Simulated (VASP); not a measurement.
**ZrGe (relaxed from the WC structure, space group P-6m2): computed properties**

Level of theory: r2SCAN meta-GGA, VASP's PBE PAW potentials (set 64) (plane waves; VASP).

| Quantity | Value |
|---|---|
| space group | P-6m2 (187) |
| cell | a = b = 4.0963 Å, c = 3.0471 Å, α = β = 90.00°, γ = 120.00° |
| volume per atom | 22.14 Å³/atom |
| band gap (over mesh and band path) | none (metal, semimetal or under 0.01 eV) |
| density | 6.14 g/cm³ |

Space group P-6m2 (No. 187); a = b = 4.0963 Å, c = 3.0471 Å, α = β = 90.00°, γ = 120.00°

| atom | site | symmetry | x | y | z |
|---|---|---|---|---|---|
| Zr | 1a | -6m2 | 0.0000 | 0.0000 | 0.0000 |
| Ge | 1f | -6m2 | 0.6667 | 0.3333 | 0.5000 |

The structure was generated: ZrGe was put into the WC type (P-6m2), which need not be its known phase. It was relaxed first. Symmetry was kept, so distortions that lower it aren't found.
